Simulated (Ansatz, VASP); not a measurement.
# AlNi in two plane-wave programs

Wanted: the spread between two codes on one cell, functional and k mesh. The cell is taken from a series of runs on this material, whose earlier steps may have relaxed, scaled, displaced or heated it; both programs get it as it stands.

Calculated with Ansatz 0.2.0; plane waves, with VASP 6.6.1 beside it; zone-centre phonons at PBEsol.

## (1) The starting structure

The structure is trigonal, space group R-3m (No. 166). Conventional cell: a = 4.128 Å, b = 4.128 Å, c = 4.910 Å, α = 90.00°, β = 90.00°, γ = 120.00°. Al has 8 Ni at 2.45 to 2.52 Å nearest. Ni has 8 Al at 2.45 to 2.52 Å nearest. Farther neighbours are not listed.

## (2) Ansatz: zone-centre phonons, PBEsol

Ansatz runs on its PAW soft_1 files.

Second derivatives magnify differences that forces hide, and they need a tight electronic threshold.

Contents of input.yaml:

```yaml
crystal:
  lattice:
    - [2.8908816687, -0.0280921906, -0.0280921906]
    - [-0.0280921906, 2.8908816687, -0.0280921906]
    - [-0.0280921906, -0.0280921906, 2.8908816687]
  atoms:
    - { symbol: Al, position: [0.0, 0.0, 0.0] }
    - { symbol: Ni, position: [0.5, 0.5, 0.5] }
kpoints:
  mp_grid: { grid: [16, 16, 16] }
hamiltonian:
  xc: pbesol
  pseudopotentials: { kind: paw, azcp: { folder: soft_1 }, xc_functional: pbe }
scf:
  occupations: { method: methfessel_paxton, width: 0.2 }
output:
  eigenvalues: true
phonons:
  method: dfpt
```

Run with:

```bash
$ ansatz run input.yaml --threads 4 --pin off --max-ram 10240MiB --backend cpu --events-out ev --progress --plain --runs-dir out
```

Numbers of over 12 decimals in the logs are rounded to 6 here.

Log:

```text
Engine: ansatz 0.2.0, x86_64-unknown-linux-gnu
Pseudopotentials: kind: paw
Pseudopotential: Al, paw, valence charge 3, recommended cutoff 420 eV (normal), soft_1/Al.paw.azcp
Pseudopotential: Ni, paw, valence charge 18, recommended cutoff 420 eV (normal), soft_1/Ni.paw.azcp
Functional definition: PBEsol
  exchange = pbesol_x
  correlation = pbesol_c
Crystal: 2 atoms, lattice volume = 24.153 Å³
Basis set: ecut = 420 eV, 461 PW (Γ), exchange–correlation on 40×40×40 points (8 copies of the dense FFT grid, shifted against one another)
Bands: 15, of which v1, the nominal top of the filled ones, is band 11 counted from 1 (10 counted from 0)
Symmetry: 12 space group operations
k-points: 1098 of 4096 (irreducible under 2 space group operations, time reversal used)
Non-local potential: Al, projectors of the file, l = 0: 2, l = 1: 2, l = 2: 1
Non-local potential: Ni, projectors of the file, l = 0: 3, l = 1: 2, l = 2: 3, l = 3: 1
PAW form: soft (Blöchl's): semilocal exchange-correlation on the pseudo side does not see the compensation charge
PAW frozen core: Al, regenerated for the run's functional, and the local potential with it (the file was generated under x = pbe(κ = 0.804, μ = 0.219515), c = pbe(β = 0.066725))
PAW frozen core: Ni, regenerated for the run's functional, and the local potential with it (the file was generated under x = pbe(κ = 0.804, μ = 0.219515), c = pbe(β = 0.066725))
PAW one-centre angular grid: Al, 110 points (default); XC on 64 Gauss nodes
PAW one-centre angular grid: Ni, 590 points (default); XC on 64 Gauss nodes
Initial density: superposition of atomic densities (chi_scale 0.1, normalization cell, long waves kept (reshape's long-wave potential 0.00 eV rms))
Initial wavefunctions: pseudopotential atomic-orbital guess
Functional: x = pbesol(κ = 0.804, μ = 0.123457), c = pbesol(β = 0.046)
SCF iter   1: F=—  HF=-6331.238828 eV  |F-HF|=—  |Δ(HF+E_count)|=         —  Δρ=8.36e-2  dr2=1.67e0  ethr=3.10e-3  ⟨swp⟩=4.0  Hψ=72909  notcnv=0
preconditioner: auto → none  [metal: Δε(μ)=0.006 eV  Ē_g=10.056 eV  σ=0.200 eV  W_gap=0.03  n_scr=6 (ndim 8)  ℏωp=27.2 eV  f_vac=0.000  D(μ)=0.58/eV (n_scr^D=0)  sad-step TF]
SCF iter   2: F=—  HF=-6331.073290 eV  |F-HF|=—  |Δ(HF+E_count)|=   1.66e-1  S|Δr|=    0.00e0  Δρ=6.01e-2  dr2=9.48e-1  ethr=3.10e-3  ⟨swp⟩=2.0  Hψ=29588  notcnv=0  defer=275
SCF iter   3: F=—  HF=-6330.874984 eV  |F-HF|=—  |Δ(HF+E_count)|=   1.98e-1  S|Δr|=    0.00e0  Δρ=2.49e-2  dr2=1.32e-1  ethr=3.10e-3  ⟨swp⟩=2.0  Hψ=20827  notcnv=0  defer=275
SCF iter   4: F=—  HF=-6330.853138 eV  |F-HF|=—  |Δ(HF+E_count)|=   2.18e-2  S|Δr|=    0.00e0  Δρ=5.11e-3  dr2=3.75e-3  ethr=6.27e-4  ⟨swp⟩=2.1  Hψ=29068  notcnv=0  defer=250
SCF iter   5: F=—  HF=-6330.852995 eV  |F-HF|=—  |Δ(HF+E_count)|=   1.43e-4  S|Δr|=    0.00e0  Δρ=4.99e-4  dr2=2.72e-5  ethr=1.78e-5  ⟨swp⟩=2.2  Hψ=22155  notcnv=0  defer=247
SCF iter   6: F=—  HF=-6330.852992 eV  |F-HF|=—  |Δ(HF+E_count)|=   2.98e-6  S|Δr|=    0.00e0  Δρ=9.72e-5  dr2=1.40e-6  ethr=1.30e-7  ⟨swp⟩=2.0  Hψ=27073  notcnv=0  defer=247
SCF iter   7: F=—  HF=-6330.852991 eV  |F-HF|=—  |Δ(HF+E_count)|=   7.40e-7  S|Δr|=    0.00e0  Δρ=1.05e-5  dr2=1.89e-8  ethr=6.65e-9  ⟨swp⟩=2.3  Hψ=23076  notcnv=0  defer=247
SCF iter   8: F=—  HF=-6330.852991 eV  |F-HF|=—  |Δ(HF+E_count)|=   2.82e-9  S|Δr|=    0.00e0  Δρ=2.72e-7  dr2=1.33e-11  ethr=8.99e-11  ⟨swp⟩=2.3  Hψ=23836  notcnv=0  defer=247
SCF iter   9: F=-6330.852991 eV  HF=-6330.852991 eV  |F-HF|=3.64e-12  |Δ(HF+E_count)|=  7.28e-12  S|Δr|=    0.00e0  Δρ=3.69e-8  dr2=1.47e-13  ethr=1.00e-12  ⟨swp⟩=6.2  Hψ=65836  notcnv=0
SCF 1 converged in 9 iterations: F = -6330.852991 eV  dr2 = 1.47e-13
  greatest PAW one-centre occupation: 1.001 electrons in one spin orbital (limit 2), on the Ni atom at site 1 (counted from 0), in its partial waves of l = 1
DFPT response loops at Γ: preconditioner auto → Kerker (q_TF=auto, 2.665 Å⁻¹) (partly filled bands, converged f_vac=0.000); β = 1.00, the filter's whole step (`scf.mixing.beta` (0.50) is not read by the response loops under this deck's `scf.mixing.preconditioner`; to damp them name `kerker` or `kerker_dos`, under which they read `scf.mixing.beta`, and type it under 1.00, their step now; both keys bind the ground state too); Broyden in place of MSR1
SCF converged after 9 iterations
Stability not checked: this state was not tested for a lower state beside it, because cold or Methfessel-Paxton smearing, or corrected tetrahedra, fill the levels in a way that the test cannot read (fill_not_monotonic; see scf.lower_state_search)
Free energy (F): -6330.852991 eV
Harris-Foulkes:  -6330.852991 eV  (|F-HF|=3.64e-12)
Internal energy: -6330.854279 eV  (E = F + TS)
E sigma→0 (E₀):  -6330.853313 eV
Entropy (-TS):   0.001287 eV (0.644 meV/atom)
Fermi energy:    13.569546 eV
--- Per-component energies (eV) ---
  E_band       = -342.675499
  E_kinetic    = 367.953113
  E_local      = -3760.803244  (includes V_loc(G=0)·N_el)
  E_nonlocal   = -105.542173
  E_hartree    = 1968.333560
  E_xc         = -151.211865
  E_vxc        = -176.873591  (∫ρ·V_xc dr)
  E_paw        = -2080.765841  (= ΣΔE_a)
  E_vpaw       = -604.077536  (= ΣTr[D̂ρ^β])
  E_aug_tail   = 0.000831  (compensation charges beyond the density's cutoff)
  E_ewald      = -2569.035088
  E_core_change = 0.216428  (= ΣΔE_core)
  E_smearing   = 0.001287  (= −TS)
  E_closure    = 0.000000  (closes the sum)
  Σ components = -6330.852991   (vs F -6330.852991, Δ=0.00e0)
--- Band table (eV; the first three rows and the last of 1098) ---
  k-point 0: bands = [... 7 lower, 12.0076, 12.0850, 12.0850, 18.8689, 19.0721, 19.0721, 21.6633, 21.6633]
  k-point 1: bands = [... 7 lower, 11.9844, 12.0543, 12.0795, 18.2180, 19.0408, 19.1651, 21.6682, 22.3660]
  k-point 2: bands = [... 7 lower, 11.9051, 11.9693, 12.0799, 16.8575, 19.3127, 19.4370, 21.6826, 23.4715]
  k-point 1097: bands = [... 7 lower, 12.6138, 12.6138, 15.3941, 15.3941, 15.7115, 17.2856, 17.9064, 17.9064]
--- Phonons (Γ-DFPT): 2 representative perturbations + reference, on 1098 of 4096 k-points (Σ response iterations 6) ---
  k mesh reduced under 2 symmetry operations, with k and −k counted as one. Each operation leaves every solved perturbation unchanged. A smaller set is not used because it would not reduce the number of displacements times k-points to solve
  ASR residual: 2.825e-5 → 0.000e0 eV/Å²; symmetrization residual: 1.322e-6 eV/Å²
  ASR residual per site (eV/Å²): 4.47e-6 2.82e-5
  Γ frequencies (cm⁻¹): 0.00 0.00 0.00 270.44 270.44 311.88
  non-analytic LO–TO correction: not included (Born effective charges unavailable; polar crystals: no LO–TO splitting at Γ)
```

## (3) VASP: zone-centre phonons, PBEsol

The same cell, functional, mesh and smearing now go to VASP, with its own data sets.

Lines of VASP's logs that name or quote its potential files are left out, and so is its time.

Contents of INCAR:

```
SYSTEM = AlNi
PREC = Accurate
ENCUT = 600
EDIFF = 1E-08
NELM = 120
ISMEAR = 1
SIGMA = 0.2
LREAL = .FALSE.
ALGO = Normal
GGA = PS
NBANDS = 12
LASPH = .TRUE.
LORBIT = 11
LWAVE = .FALSE.
LCHARG = .FALSE.
ISIF = 2
IBRION = 8
GGA_COMPAT = .FALSE.
KPAR = 2
```

Contents of POSCAR:

```
AlNi
1.0
    2.8908816687     -0.0280921906     -0.0280921906
   -0.0280921906      2.8908816687     -0.0280921906
   -0.0280921906     -0.0280921906      2.8908816687
Al Ni
1 1
Direct
    0.0000000000      0.0000000000      0.0000000000
    0.5000000000      0.5000000000      0.5000000000
```

Contents of KPOINTS:

```
Automatic mesh
0
Gamma
16 16 16
0 0 0
```

The projector-augmented-wave data sets are Al and Ni (PBE family, release 64).

Run with:

```bash
$ mpirun -np 2 vasp_std
```

Log:

```text
[banner, memory and clock lines left out]
running    2 mpi-ranks, on    1 nodes
 distrk:  each k-point on    1 cores,    2 groups
 distr:  one band on    1 cores,    1 groups

 POSCAR found type information on POSCAR AlNi
 POSCAR found :  2 types and       2 ions
|                                                                             |
|               ----> ADVICE to this user running VASP <----                  |
|                                                                             |
|     You enforced a specific xc type in the INCAR file but a different       |
|     [... a line on the potential file left out ...]
|     I HOPE YOU KNOW WHAT YOU ARE DOING!                                     |
|                                                                             |

 LDA part: xc-table for (Slater+PW92), standard interpolation
 POSCAR, INCAR and KPOINTS ok, starting setup
 FFT: planning ... GRIDC
 FFT: planning ... GRID_SOFT
 FFT: planning ... GRID
 WAVECAR not read
 entering main loop
       N       E                     dE             d eps       ncg     rms          rms(c)
DAV:   1     0.427341186767E+02    0.42734E+02   -0.60991E+03 10084   0.127E+03
DAV:   2    -0.114213763316E+02   -0.54155E+02   -0.50142E+02 10268   0.204E+02
DAV:   3    -0.131448599462E+02   -0.17235E+01   -0.16996E+01 12068   0.425E+01
DAV:   4    -0.131696620833E+02   -0.24802E-01   -0.24792E-01 11308   0.459E+00
DAV:   5    -0.131703921443E+02   -0.73006E-03   -0.73004E-03 12116   0.874E-01    0.126E+01
DAV:   6    -0.153216036469E+02   -0.21512E+01   -0.55757E+01 11124   0.117E+02    0.165E+01
DAV:   7    -0.115982667783E+02    0.37233E+01   -0.15937E+01 11236   0.695E+01    0.121E+00
DAV:   8    -0.115808172637E+02    0.17450E-01   -0.40646E-01 12288   0.750E+00    0.983E-01
DAV:   9    -0.115667284179E+02    0.14089E-01   -0.46450E-02 12136   0.305E+00    0.216E-01
DAV:  10    -0.115661866095E+02    0.54181E-03   -0.22185E-03 12268   0.693E-01    0.701E-02
DAV:  11    -0.115661879117E+02   -0.13022E-05   -0.73937E-05 12820   0.755E-02    0.237E-02
DAV:  12    -0.115661868469E+02    0.10648E-05   -0.29562E-06 13860   0.274E-02    0.523E-03
DAV:  13    -0.115661863848E+02    0.46208E-06   -0.24828E-07 14396   0.582E-03    0.187E-03
DAV:  14    -0.115661863819E+02    0.29070E-08   -0.44056E-08 11296   0.179E-03
   1 F= -.11566186E+02 E0= -.11566613E+02  d E =0.128076E-02
 Linear response reoptimize wavefunctions to high precision
DAV:   1    -0.115661863958E+02   -0.13948E-07   -0.31251E-09  7792   0.802E-04
DAV:   2    -0.115661863959E+02   -0.36152E-10   -0.25004E-10  5848   0.164E-04
 Linear response DOF=           2
 Linear response progress:
  Degree of freedom:   1/  2
       N       E                     dE             d eps       ncg     rms          rms(c)
RMM:   1    -0.568913131351E-02   -0.56891E-02    0.29968E-03 59829   0.625E-01
RMM:   2    -0.542747243644E-02    0.26166E-03   -0.12719E-04 39992   0.224E-01    0.573E-02
RMM:   3    -0.542067455920E-02    0.67979E-05   -0.97540E-05 42950   0.784E-02    0.287E-02
RMM:   4    -0.549001412882E-02   -0.69340E-04   -0.39672E-05 42893   0.476E-02    0.598E-03
RMM:   5    -0.549438952751E-02   -0.43754E-05   -0.22002E-06 43918   0.115E-02    0.178E-03
RMM:   6    -0.549470383601E-02   -0.31431E-06   -0.13136E-07 40212   0.428E-03    0.124E-03
RMM:   7    -0.549467618736E-02    0.27649E-07   -0.32022E-08 40230   0.226E-03    0.643E-04
RMM:   8    -0.549453561960E-02    0.14057E-06   -0.71477E-09 45939   0.610E-04    0.240E-04
RMM:   9    -0.549482362867E-02   -0.28801E-06   -0.77885E-10 45999   0.176E-04    0.476E-05
RMM:  10    -0.549480014190E-02    0.23487E-07    0.64000E-11 46349   0.599E-05    0.947E-06
RMM:  11    -0.549481891675E-02   -0.18775E-07   -0.87818E-11 46445   0.241E-05    0.392E-06
RMM:  12    -0.549481654587E-02    0.23709E-08   -0.67814E-11 46717   0.107E-05    0.119E-06
 first order change of Fermi-energy  -0.17744E-03
 force on displaced ion       1 direction 1 :  -5.565  -0.552  -0.552
 Linear response progress:
  Degree of freedom:   2/  2
       N       E                     dE             d eps       ncg     rms          rms(c)
RMM:   1    -0.186355274991E+00   -0.18636E+00   -0.99363E-02 39134   0.266E+00
RMM:   2    -0.184998547269E+00    0.13567E-02   -0.16159E-03 39184   0.493E-01    0.127E-01
RMM:   3    -0.185008471264E+00   -0.99240E-05   -0.12337E-04 41904   0.953E-02    0.750E-02
RMM:   4    -0.185420319336E+00   -0.41185E-03   -0.17859E-04 45010   0.104E-01    0.534E-03
RMM:   5    -0.185399932792E+00    0.20387E-04   -0.33234E-06 46130   0.193E-02    0.351E-03
RMM:   6    -0.185393889065E+00    0.60437E-05   -0.22589E-07 42074   0.582E-03    0.253E-03
RMM:   7    -0.185381874337E+00    0.12015E-04   -0.96016E-08 44816   0.344E-03    0.490E-04
RMM:   8    -0.185376081230E+00    0.57931E-05   -0.86662E-09 47582   0.778E-04    0.696E-05
RMM:   9    -0.185375626879E+00    0.45435E-06   -0.25901E-09 48148   0.179E-04    0.226E-05
RMM:  10    -0.185375357711E+00    0.26917E-06   -0.20650E-09 48752   0.687E-05    0.120E-05
RMM:  11    -0.185375345681E+00    0.12030E-07   -0.20663E-09 48481   0.417E-05    0.124E-06
RMM:  12    -0.185375350872E+00   -0.51910E-08   -0.20284E-09 48748   0.275E-05    0.722E-07
 first order change of Fermi-energy  -0.86290E-03
 force on displaced ion       2 direction 1 :  -5.580  -0.554  -0.554
 Linear response finished
```

From OUTCAR (step 3):

```text
ion  position               nearest neighbor table
   1  0.000  0.000  0.000-   2 2.45   2 2.45   2 2.52   2 2.52   2 2.52   2 2.52   2 2.52   2 2.52

  LATTYP: Found a trigonal (rhomboedric) cell.
 ALAT       =     2.8911546421
 COS(alpha) =    -0.0193369511

 Subroutine GETGRP returns: Found 12 space group operations
 (whereof 12 operations were pure point group operations)

The static configuration has the point symmetry D_3d.

 Found    417 irreducible k-points:

   k-points           NKPTS =    417   k-points in BZ     NKDIM =    417   number of bands    NBANDS=     12

   dimension x,y,z NGX =    24 NGY =   24 NGZ =   24
   dimension x,y,z NGXF=    48 NGYF=   48 NGZF=   48

   ENCUT  =  600.0 eV  44.10 Ry    6.64 a.u.   5.77  5.77  5.77*2*pi/ulx,y,z

   NELECT =      13.0000    total number of electrons

 k-points in reciprocal lattice and weights: Automatic mesh
   0.00000000  0.00000000  0.00000000       0.000
   0.06250000 -0.00000000 -0.00000000       0.001
   0.12500000 -0.00000000 -0.00000000       0.001
   0.18750000 -0.00000000  0.00000000       0.001
   0.25000000 -0.00000000 -0.00000000       0.001
   0.31250000 -0.00000000 -0.00000000       0.001
   0.37500000 -0.00000000  0.00000000       0.001
   0.43750000 -0.00000000  0.00000000       0.001
   0.50000000 -0.00000000 -0.00000000       0.001
[...]
-0.43750000  0.50000000  0.43750000       0.001
   0.50000000  0.50000000  0.50000000       0.000

 average (electrostatic) potential at core
       1 -69.9686       2 -81.4345

  Total       -0.6920905     -0.6920905     -0.6920905      0.3576363      0.3576363      0.3576363
  in kB      -45.9099000    -45.9099000    -45.9099000     23.7238477     23.7238477     23.7238477
  external PRESSURE =     -45.9099000 kB  Pullay stress =       0.0000000 kB

  energy-cutoff  :      600.00
  volume of cell :       24.15
      direct lattice vectors                 reciprocal lattice vectors
     2.890881669 -0.028092191 -0.028092191     0.345981214  0.003395070  0.003395070
    -0.028092191  2.890881669 -0.028092191     0.003395070  0.345981214  0.003395070
    -0.028092191 -0.028092191  2.890881669     0.003395070  0.003395070  0.345981214

 POSITION                                       TOTAL-FORCE (eV/Angst)
 -----------------------------------------------------------------------------------
      0.00000      0.00000      0.00000        -0.000000     -0.000000      0.000000
      1.41735      1.41735      1.41735         0.000000      0.000000      0.000000
 -----------------------------------------------------------------------------------
    total drift:                                0.000000      0.000000     -0.000000

 Eigenvectors and eigenvalues of the dynamical matrix
 ----------------------------------------------------

   1 f  =    9.394697 THz    59.028623 2PiTHz  313.373364 cm-1    38.853328 meV
             X         Y         Z           dx          dy          dz
      0.000000  0.000000  0.000000     0.477667    0.477667    0.477667
      1.417349  1.417349  1.417349    -0.324296   -0.324296   -0.324296

   2 f  =    8.144623 THz    51.174174 2PiTHz  271.675372 cm-1    33.683438 meV
             X         Y         Z           dx          dy          dz
      0.000000  0.000000  0.000000     0.465439   -0.656713    0.191274
      1.417349  1.417349  1.417349    -0.315998    0.445859   -0.129861

   3 f  =    8.144623 THz    51.174174 2PiTHz  271.675372 cm-1    33.683438 meV
             X         Y         Z           dx          dy          dz
      0.000000  0.000000  0.000000     0.489586    0.158289   -0.647875
      1.417349  1.417349  1.417349    -0.332392   -0.107466    0.439858

   4 f/i=    0.005003 THz     0.031437 2PiTHz    0.166893 cm-1     0.020692 meV
             X         Y         Z           dx          dy          dz
      0.000000  0.000000  0.000000    -0.431146    0.350994    0.080152
      1.417349  1.417349  1.417349    -0.635043    0.516985    0.118058

   5 f/i=    0.005003 THz     0.031437 2PiTHz    0.166893 cm-1     0.020692 meV
             X         Y         Z           dx          dy          dz
      0.000000  0.000000  0.000000    -0.156370   -0.295198    0.451569
      1.417349  1.417349  1.417349    -0.230321   -0.434803    0.665124

   6 f/i=    0.005717 THz     0.035924 2PiTHz    0.190714 cm-1     0.023645 meV
             X         Y         Z           dx          dy          dz
      0.000000  0.000000  0.000000    -0.324296   -0.324296   -0.324296
      1.417349  1.417349  1.417349    -0.477667   -0.477667   -0.477667

 ELASTIC MODULI CONTR FROM IONIC RELAXATION (kBar)
 Direction    XX          YY          ZZ          XY          YZ          ZX
 --------------------------------------------------------------------------------
 XX           0.0000      0.0000      0.0000      0.0000      0.0000      0.0000
 YY           0.0000      0.0000      0.0000      0.0000      0.0000      0.0000
 ZZ           0.0000      0.0000      0.0000      0.0000      0.0000      0.0000
 XY           0.0000      0.0000      0.0000      0.0000      0.0000      0.0000
 YZ           0.0000      0.0000      0.0000      0.0000      0.0000      0.0000
 ZX           0.0000      0.0000      0.0000      0.0000      0.0000      0.0000
 --------------------------------------------------------------------------------
```

This run has no spin polarisation, so a moment on Ni, if there is one, isn't seen. Its electron count is odd, so without a moment it is a metal by construction.

## (4) Differences

Known differences besides the potentials themselves: the data sets hold 21 valence electrons in Ansatz (on its PAW soft_1 files) and 13 in VASP; the cutoff is 420 eV in Ansatz and 600 eV in VASP; Ansatz makes its cores anew for this functional, VASP keeps those of its PBE data sets. Total energies have different zeros and are not compared.

Both answers:

```tsv
quantity	Ansatz	VASP	difference
optical mode 1 to 2 (cm⁻¹)	270.4	271.7	-0.45 %
optical mode 3 (cm⁻¹)	311.9	313.4	-0.48 %
```

Modes are paired by rising frequency, not by their patterns, so a pair may set unlike modes beside each other; they are those without the splitting of longitudinal modes.

## (5) Outcome

```
r.m.s. difference of the optical zone-centre modes, each program's sorted by frequency (zone-centre phonons, PBEsol) : 1.3 cm⁻¹
```

What this shows: The r.m.s. difference of the optical zone-centre modes, each program's sorted by frequency is 1.3 cm⁻¹ (zone-centre phonons, PBEsol). The data sets hold unlike numbers of valence electrons (21 in Ansatz and 13 in VASP), so part of the differences comes from the potentials. Such differences can come from data sets, numerical settings and the points named under the comparisons, not from the functional's error against experiment.

[Lines on the potential files, build, host, timing and source positions are cut from VASP's logs without a mark.]

[Logs are printed without paths, hosts, clocks, repeated set-up lines and the standing remarks that a program may print on its own settings, such as how far it seeks lower states.]

[Hosts, paths, dates, database ids (printed as entryN), source tags and the programs' standing remarks are cut or masked in the printed files.]
